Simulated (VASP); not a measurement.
Consider the following.

```xyz
6
Lattice="4.3052 0.0000 0.0000 0.0000 4.3052 0.0000 0.0000 0.0000 4.3052" Properties=species:S:1:pos:R:3 pbc="T T T"
Cu     3.2289     1.0763     3.2289
Cu     1.0763     3.2289     3.2289
Cu     3.2289     3.2289     1.0763
Cu     1.0763     1.0763     1.0763
O      0.0000     0.0000     0.0000
O      2.1526     2.1526     2.1526
```

All values below come from PW91 GGA, VASP's PBE PAW potentials (set 64) (plane waves; VASP). Run with 520 eV cut-off, 5×5×5 Γ-centred mesh, Gaussian smearing of 0.050 eV, potentials Cu O.

What does the run give for the energy per atom (σ→0), band gap (on the k-mesh) with the smallest direct gap where there is one?

```
Item                                         Result
-----------------------------------  --------------
band gap (on the k-mesh)                    0.49 eV
smallest direct gap (on the k-mesh)         0.49 eV
energy per atom (σ→0)                -4.586 eV/atom
```

Total energies compare only between runs with the same potentials, cut-off and functional.

The compound is Cu2O in the cuprite structure. It was relaxed first. The start is the result of an earlier pass.
